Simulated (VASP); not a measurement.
Here is the system:

```
PtTmP
1.0
    4.05326     0.00000     0.00000
   -2.02663     3.51023     0.00000
    0.00000     0.00000     3.79938
Tm P Pt
1 1 1
Cartesian
  0.00000   0.00000   3.79938
  2.02663   1.17007   1.89969
  0.00000   2.34015   1.89969
```

Calculation: PBEsol GGA, VASP's PBE PAW potentials (set 64) (plane waves; VASP). Run with 400 eV cut-off, Gaussian smearing of 0.050 eV, potentials Tm_3 P Pt.

The 4f electrons are frozen in the core of the lanthanide potential, so 4f levels, which can set the real gap, and their magnetism are missing.  Unless said otherwise, spin-orbit coupling is left out, though it shifts the bands of the heavy elements here.

Problem. Estimate the band gap (along the path) with the smallest direct gap where there is one.

Solution. 
```json
{
 "band gap (along the path)": "none (metal, semimetal or under 0.01 eV)"
}
```

Only differences to runs with the same potentials and settings are physical.

The structure comes from a computed database's TmPPt entry (P-6m2); how it stands against other phases isn't given here. It was relaxed first.
